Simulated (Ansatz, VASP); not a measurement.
## GaNi3 (GaNi3 (Pm-3m)): VASP beside Ansatz

Aim: how closely do two programs agree when they are given the same cell, functional and k mesh? The cell is taken from a series of runs on this material, whose earlier steps may have relaxed, scaled, displaced or heated it; both programs get it as it stands.

Program: Ansatz 0.2.0. Level of theory: plane waves, with VASP 6.6.1 beside it; relaxation of cell and atoms at r2SCAN. Results are calculated unless marked as measured.

## (1) Starting point

It takes space group Pm-3m (No. 221, cubic). Conventional cell: a = 3.537 Å, b = 3.537 Å, c = 3.537 Å, α = 90.00°, β = 90.00°, γ = 90.00°. Ga has 12 Ni at 2.50 Å nearest. Ni has 4 Ga at 2.50 Å and 8 Ni at 2.50 Å nearest. Farther neighbours are not listed.

## (2) Ansatz: relaxation of cell and atoms, r2SCAN

Ansatz runs on its PAW soft_1 files.

The relaxed volume is the usual yardstick between codes: in a stiff, nearly cubic crystal its relative difference is about their pressure difference at one cell divided by the bulk modulus.

File input.yaml:

```yaml
crystal:
  lattice:
    - [3.5365384, 0.0, 0.0]
    - [0.0, 3.5365384, 0.0]
    - [0.0, 0.0, 3.5365384]
  atoms:
    - { symbol: Ga, position: [0.0, 0.0, 0.0] }
    - { symbol: Ni, position: [0.5, 0.0, 0.5], spin: 1.5 }
    - { symbol: Ni, position: [0.0, 0.5, 0.5], spin: 1.5 }
    - { symbol: Ni, position: [0.5, 0.5, 0.0], spin: 1.5 }
magnetization:
  spin_polarized: true
basis:
  ecutwfc: 500
  xc_grid: 2
hamiltonian:
  xc: r2scan
  pseudopotentials: { kind: paw, azcp: { folder: soft_1 } }
kpoints:
  mp_grid: { grid: [11, 11, 11] }
scf:
  occupations: { method: fermi_dirac, width: 0.05 }
  max_iter: 150
output:
  forces: true
  stress: true
relax:
  f_tol: 0.01
  max_steps: 60
  cell: {}
checkpoint:
  write: "../r2scan.run"
  compress: false
  write_wavefunctions: false
  write_every: 100000
```

Command:

```bash
$ ansatz run input.yaml --threads 4 --pin off --max-ram 6594MiB --backend cpu --events-out ev --progress --plain --runs-dir out
```

Numbers of over 12 decimals in the logs are rounded to 6 here.

The log of the run:

```text
Engine: ansatz 0.2.0, x86_64-unknown-linux-gnu
Pseudopotentials: kind: paw
Pseudopotential: Ga, paw, valence charge 13, recommended cutoff 500 eV (meta_gga), soft_1/Ga.paw.azcp
Pseudopotential: Ni, paw, valence charge 18, recommended cutoff 500 eV (meta_gga), soft_1/Ni.paw.azcp
Functional definition: r2SCAN
  parameter k0 = 0.174
  parameter k1 = 0.065
  parameter a1 = 4.9479
  exchange = r2scan_x(k0 = k0, k1 = k1, a1 = a1)
  correlation = r2scan_c
Crystal: 4 atoms, lattice volume = 44.232 Å³
Basis set: ecut = 500 eV, 1141 PW (Γ), exchange–correlation on 54×54×54 points (8 copies of the dense FFT grid, shifted against one another)
Bands: 43, of which v1, the nominal top of the filled ones, is band 34 counted from 1 (33 counted from 0)
Symmetry: 48 space group operations
Space group: Pm-3m (ITA 221), of the structure as read, at distance tolerance 3.5e-5 Å
Magnetic group: BNS 221.92 (UNI 1594), of the structure as read, at distance tolerance 3.5e-5 Å
k-points: 56 of 1331
Non-local potential: Ga, projectors of the file, l = 0: 2, l = 1: 2, l = 2: 3, l = 3: 1
Non-local potential: Ni, projectors of the file, l = 0: 3, l = 1: 2, l = 2: 3, l = 3: 1
PAW form: soft (Blöchl's): semilocal exchange-correlation on the pseudo side does not see the compensation charge
PAW frozen core: Ga, regenerated for the run's functional (the file was generated under x = pbe(κ = 0.804, μ = 0.219515), c = pbe(β = 0.066725))
PAW frozen core: Ni, regenerated for the run's functional (the file was generated under x = pbe(κ = 0.804, μ = 0.219515), c = pbe(β = 0.066725))
PAW one-centre angular grid: Ga, 590 points (default); XC on 160 Gauss nodes
PAW one-centre angular grid: Ni, 590 points (default); XC on 160 Gauss nodes
Initial density: superposition of atomic densities (chi_scale 0.1, normalization cell)
Starting moments: Σ|m| = 4.5 μB on 3 of 4 sites
Initial wavefunctions: pseudopotential atomic-orbital guess
Functional: x = r2scan, c = r2scan; τ floored in thin density (d = 2e-4 eV/Å³)
iter 1 solved again at ethr=1.20e-3 eV; its pass at ethr=3.10e-3 eV (dr2=8.01e-1 eV) is discarded
SCF iter   1: F=—  HF=-21323.056421 eV  |F-HF|=—  |Δ(HF+E_count)|=         —  Δρ=5.51e-2 (↑5.51e-2 ↓3.36e-2)  dr2=7.01e-1  dr2_τ=2.93e-2  dr2_m=5.82e-1  M=2.848 μB ∫|m|=3.391 μB  β_m=0.82  ethr=1.20e-3  ⟨swp⟩=3.2  Hψ=29193  notcnv=0
Mixer restart at iter 1: flushing history
preconditioner: auto → Kerker (q_TF=auto, 2.924 Å⁻¹)  [metal: Δε(μ)=0.008 eV  Ē_g=12.941 eV  σ=0.050 eV  W_gap=0.04  n_scr=18 (ndim 8)  ℏωp=36.6 eV  f_vac=0.000  D(μ)=5.48/eV (n_scr^D=80)]
spin=Collinear: Kerker preconditioning applied to the charge; magnetization (m = ρ↑ − ρ↓) channel mixes plain (no charge-response kernel on spin).
SCF iter   2: F=—  HF=-21323.531956 eV  |F-HF|=—  |Δ(HF+E_count)|=   4.76e-1  Δρ=2.95e-2 (↑1.81e-2 ↓2.95e-2)  dr2=3.52e-1  dr2_τ=3.44e-3  dr2_m=1.32e-1  M=2.425 μB ∫|m|=3.204 μB  β_m=1.00  ethr=1.05e-3  ⟨swp⟩=4.4  Hψ=9205  notcnv=0  defer=19  κ⁻¹=1.0e0(r=1)
SCF iter   3: F=—  HF=-21324.730053 eV  |F-HF|=—  |Δ(HF+E_count)|=    1.20e0  Δρ=2.63e-2 (↑1.22e-2 ↓2.63e-2)  dr2=4.11e-1  dr2_τ=1.43e-3  dr2_m=5.95e-2  M=2.090 μB ∫|m|=3.020 μB  β_m=1.00  ethr=5.26e-4  ⟨swp⟩=2.6  Hψ=6583  notcnv=0  defer=307  κ⁻¹=1.3e-2(r=2)
SCF iter   4: F=—  HF=-21326.385012 eV  |F-HF|=—  |Δ(HF+E_count)|=    1.65e0  Δρ=1.70e-2 (↑8.87e-3 ↓1.70e-2)  dr2=2.99e-1  dr2_τ=8.74e-4  dr2_m=2.19e-2  M=1.607 μB ∫|m|=2.572 μB  β_m=1.00  ethr=5.26e-4  ⟨swp⟩=3.0  Hψ=8035  notcnv=0  defer=307  κ⁻¹=7.1e-3(r=3)
SCF iter   5: F=—  HF=-21327.182419 eV  |F-HF|=—  |Δ(HF+E_count)|=         —  Δρ=1.23e-2 (↑7.73e-3 ↓1.23e-2)  dr2=1.15e-1  dr2_τ=4.09e-4  dr2_m=2.19e-2  M=0.997 μB ∫|m|=1.642 μB  β_m=1.00  ethr=4.46e-4  ⟨swp⟩=3.5  Hψ=10299  notcnv=0  defer=318
Mixer restart at iter 5: flushing history
SCF iter   6: F=—  HF=-21327.192455 eV  |F-HF|=—  |Δ(HF+E_count)|=   1.00e-2  Δρ=7.14e-3 (↑5.62e-3 ↓7.14e-3)  dr2=7.26e-2  dr2_τ=1.78e-4  dr2_m=3.96e-3  M=0.982 μB ∫|m|=1.547 μB  β_m=1.00  ethr=1.71e-4  ⟨swp⟩=2.0  Hψ=5918  notcnv=0  defer=321  κ⁻¹=1.0e0(r=1)
SCF iter   7: F=—  HF=-21327.241462 eV  |F-HF|=—  |Δ(HF+E_count)|=   4.90e-2  Δρ=3.36e-3 (↑3.36e-3 ↓3.06e-3)  dr2=1.52e-2  dr2_τ=4.97e-5  dr2_m=5.23e-5  M=0.955 μB ∫|m|=1.396 μB  β_m=1.00  ethr=1.08e-4  ⟨swp⟩=2.6  Hψ=7483  notcnv=0  defer=321  κ⁻¹=5.7e-2(r=2)
[...]
preconditioner: auto → none  [metal: Δε(μ)=0.013 eV  Ē_g=13.462 eV  σ=0.050 eV  W_gap=0.06  n_scr=6 (ndim 8)  ℏωp=36.6 eV  f_vac=0.000  D(μ)=2.28/eV (n_scr^D=18)]
[...]
SCF 3 converged in 9 iterations: F = -21327.263835 eV  dr2 = 4.18e-8
relax step   3: F+E_penalty+E_count = -21327.26383511 eV  Δ(F+E_penalty+E_count) = -1.469e-6 eV  max|allowed force component| = 4.648e-29 eV/Å  Δτ_max = 0.0000 Å  P = +0.006 GPa  Ω = 44.372 Å³  energy of the carried Pulay correction = -1.278e-4 eV  (9 SCF iters, dr2 threshold 2.09e-7 eV, accepted)
Initial wavefunctions: pseudopotential atomic-orbital guess (no wavefunctions were taken with the density)
[...]
preconditioner: auto → none  [metal: Δε(μ)=0.009 eV  Ē_g=13.461 eV  σ=0.050 eV  W_gap=0.05  n_scr=6 (ndim 8)  ℏωp=36.6 eV  f_vac=0.000  D(μ)=2.28/eV (n_scr^D=18)]
SCF iter   2: F=—  HF=-21327.263937 eV  |F-HF|=—  |Δ(HF+E_count)|=   1.71e-6  Δρ=9.60e-6 (↑5.82e-6 ↓9.60e-6)  dr2=6.52e-8  dr2_τ=1.77e-9  dr2_m=1.68e-9  M=0.948 μB ∫|m|=1.367 μB  β_m=1.00  ethr=5.22e-10  ⟨swp⟩=2.0  Hψ=6564  notcnv=0  κ⁻¹=1.0e0(r=1)
SCF iter   3: F=—  HF=-21327.263937 eV  |F-HF|=—  |Δ(HF+E_count)|=   8.72e-9  Δρ=1.81e-6 (↑1.81e-6 ↓1.78e-6)  dr2=1.69e-9  dr2_τ=1.35e-10  dr2_m=3.07e-10  M=0.948 μB ∫|m|=1.367 μB  β_m=1.00  ethr=9.73e-11  ⟨swp⟩=2.1  Hψ=7302  notcnv=0  κ⁻¹=1.0e-3(r=2)
SCF iter   4: F=—  HF=-21327.263937 eV  |F-HF|=—  |Δ(HF+E_count)|=   2.85e-8  Δρ=2.02e-6 (↑2.02e-6 ↓1.38e-6)  dr2=1.35e-9  dr2_τ=4.00e-11  dr2_m=9.60e-11  M=0.948 μB ∫|m|=1.367 μB  β_m=1.00  ethr=2.52e-12  ⟨swp⟩=2.3  Hψ=8760  notcnv=0  κ⁻¹=1.9e-4(r=3)
SCF iter   5: F=—  HF=-21327.263937 eV  |F-HF|=—  |Δ(HF+E_count)|=   2.96e-8  Δρ=1.51e-6 (↑7.90e-7 ↓1.51e-6)  dr2=1.82e-9  dr2_τ=4.72e-12  dr2_m=6.99e-11  M=0.948 μB ∫|m|=1.367 μB  β_m=1.00  ethr=2.01e-12  ⟨swp⟩=2.0  Hψ=8604  notcnv=0  κ⁻¹=3.8e-5(r=4)
SCF iter   6: F=—  HF=-21327.263937 eV  |F-HF|=—  |Δ(HF+E_count)|=   6.88e-9  Δρ=2.57e-6 (↑1.41e-6 ↓2.57e-6)  dr2=4.47e-9  dr2_τ=3.74e-12  dr2_m=1.43e-10  M=0.948 μB ∫|m|=1.367 μB  β_m=1.00  ethr=2.01e-12  ⟨swp⟩=2.0  Hψ=7064  notcnv=0  κ⁻¹=1.0e-5(r=5)
SCF iter   7: F=—  HF=-21327.263937 eV  |F-HF|=—  |Δ(HF+E_count)|=   7.98e-9  Δρ=1.16e-6 (↑5.35e-7 ↓1.16e-6)  dr2=7.38e-10  dr2_τ=1.03e-12  dr2_m=4.16e-11  M=0.948 μB ∫|m|=1.367 μB  β_m=1.00  ethr=2.01e-12  ⟨swp⟩=2.0  Hψ=8625  notcnv=0  κ⁻¹=3.7e-6(r=6)
SCF iter   8: F=—  HF=-21327.263937 eV  |F-HF|=—  |Δ(HF+E_count)|=   2.19e-9  Δρ=1.94e-7 (↑1.20e-7 ↓1.94e-7)  dr2=7.31e-12  dr2_τ=1.94e-13  dr2_m=4.14e-12  M=0.948 μB ∫|m|=1.367 μB  β_m=1.00  ethr=1.10e-12  ⟨swp⟩=2.0  Hψ=8589  notcnv=0  κ⁻¹=8.8e-7(r=7)
SCF iter   9: F=—  HF=-21327.263937 eV  |F-HF|=—  |Δ(HF+E_count)|=  3.27e-10  Δρ=2.62e-7 (↑1.29e-7 ↓2.62e-7)  dr2=3.26e-11  dr2_τ=9.45e-14  dr2_m=1.93e-12  M=0.948 μB ∫|m|=1.367 μB  β_m=1.00  ethr=1.00e-12  ⟨swp⟩=1.6  Hψ=5327  notcnv=0  κ⁻¹=3.5e-7(r=8)
SCF iter  10: F=—  HF=-21327.263937 eV  |F-HF|=—  |Δ(HF+E_count)|=  1.46e-11  Δρ=7.37e-8 (↑3.70e-8 ↓7.37e-8)  dr2=2.51e-12  dr2_τ=1.51e-14  dr2_m=1.49e-13  M=0.948 μB ∫|m|=1.367 μB  β_m=1.00  ethr=1.00e-12  ⟨swp⟩=1.0  Hψ=4816  notcnv=0  κ⁻¹=1.4e-6(r=8)
SCF iter  11: F=-21327.263937 eV  HF=-21327.263937 eV  |F-HF|=3.64e-12  |Δ(HF+E_count)|=  3.64e-12  Δρ=4.53e-8 (↑2.43e-8 ↓4.53e-8)  dr2=1.29e-12  dr2_τ=3.61e-15  dr2_m=5.04e-14  M=0.948 μB ∫|m|=1.367 μB  ethr=1.00e-12  ⟨swp⟩=3.0  Hψ=15799  notcnv=0
SCF 4 converged in 11 iterations: F = -21327.263937 eV  dr2 = 1.29e-12
relax step   4: F+E_penalty+E_count = -21327.26393691 eV  Δ(F+E_penalty+E_count) = -1.018e-4 eV  max|allowed force component| = 1.657e-29 eV/Å  Δτ_max = 0.0000 Å  P = +0.009 GPa  Ω = 44.372 Å³  stress off target by 9.10e-3 GPa  SCF on the basis re-selected at this cell (its energy is not comparable with the rows above)  (11 SCF iters)
basis re-selected at this cell: Δ(F+E_penalty+E_count) = -1.018e-4 eV, ΔP = +0.004 GPa vs the last step (what re-selecting the basis moved, of the pressure what is left beyond the Pulay correction that the steps carried, after the strain that the cell walked since its last selection, with what the two solves' SCF thresholds leave and, on support functions, any second-order correction that the steps lacked; it is no m [...]
SCF converged after 11 iterations
Stability not checked: this state was not tested for a lower state beside it, because the mixer in use, unlike msr1, does not test its closes by its own steps (another_mixer; see scf.mixing.algorithm and scf.lower_state_search)
Magnetization: 0.9484 μB (33.9742 up, 33.0258 down)
Absolute magnetization: 1.3665 μB (∫|ρ↑−ρ↓|, with the PAW one-centre terms)
Spin contamination: 0.0462 ħ² per cell (⟨S²⟩ above its minimum at these occupations)
Per-site moments (μB) at R_I (Å): [(-0.027534, 1.032634), (0.372888, 1.032634), (0.372888, 1.032634), (0.372888, 1.032634)]
Free energy (F): -21327.263937 eV
Harris-Foulkes:  -21327.263937 eV  (|F-HF|=3.64e-12)
Internal energy: -21327.245258 eV  (E = F + TS)
E sigma→0 (E₀):  -21327.254597 eV
Entropy (-TS):   -0.018679 eV (-4.670 meV/atom)
Fermi energy:    17.397636 eV
--- Per-component energies (eV) ---
  E_band       = -895.060583
  E_kinetic    = 1135.855221
  E_local      = -9376.752919  (includes V_loc(G=0)·N_el)
  E_nonlocal   = -431.199552
  E_hartree    = 5301.402771
  E_xc         = -386.012662
  E_vxc        = -542.684321  (∫ρ·V_xc dr)
  E_paw        = -7018.952301  (= ΣΔE_a)
  E_vpaw       = -2319.031307  (= ΣTr[D̂ρ^β])
  E_aug_tail   = 0.001504  (compensation charges beyond the density's cutoff)
  E_vtau       = 35.945405  (kinetic-family band-sum trace: ∫τ·v_τ [+ j·A + Jᵃ·Aᵃ] dr)
  E_ewald      = -10550.034052
  E_core_change = -1.553268  (= ΣΔE_core)
  E_smearing   = -0.018679  (= −TS)
  E_closure    = -0.000000  (closes the sum)
  Σ components = -21327.263937   (vs F -21327.263937, Δ=0.00e0)
--- Forces (eV/Å), atoms counted from 1 ---
  atom   1  Ga     0.00000000    -0.00000000    -0.00000000
  atom   2  Ni     0.00000000    -0.00000000     0.00000000
  atom   3  Ni    -0.00000000     0.00000000    -0.00000000
  atom   4  Ni     0.00000000     0.00000000    -0.00000000
  max |Σ_I F_I| component: 6.00e-29 eV/Å
--- Stress (GPa, compression-positive) ---
        0.009095      -0.000000       0.000000
       -0.000000       0.009095       0.000000
        0.000000       0.000000       0.009095
  P = ⅓ Tr σ = 0.0091 GPa (0.091 kbar)
--- Relaxed structure (3 steps of the walk, 3 accepted, 1 SCFs on fresh bases) ---
  F+E_penalty+E_count = -21327.26393691 eV   max|allowed force component| = 1.657e-29 eV/Å   (the final SCF, on the basis selected at the relaxed cell)
  cell:  # Å, volume = 44.3724 Å³
    - [3.540280, 0, 0]
    - [0, 3.540280, 0.0]
    - [0, 0.0, 3.540280]
  atoms:
    - { symbol: Ga, position: [0, 0, 0] }
    - { symbol: Ni, position: [0.5, 0, 0.5] }
    - { symbol: Ni, position: [0, 0.5, 0.5] }
    - { symbol: Ni, position: [0.5, 0.5, 0] }
```

The column dr2 measures how far the density is from self-consistency, as an energy; F and HF (Harris–Foulkes) agree once it is small.

[end of part 1 of 2]

[Lines on the potential files, build, host, timing and source positions are cut from VASP's logs without a mark.]

[Logs are printed without paths, hosts, clocks, repeated set-up lines and the standing remarks that a program may print on its own settings, such as how far it seeks lower states.]

[Hosts, paths, dates, database ids (printed as entryN), source tags and the programs' standing remarks are cut or masked in the printed files.]
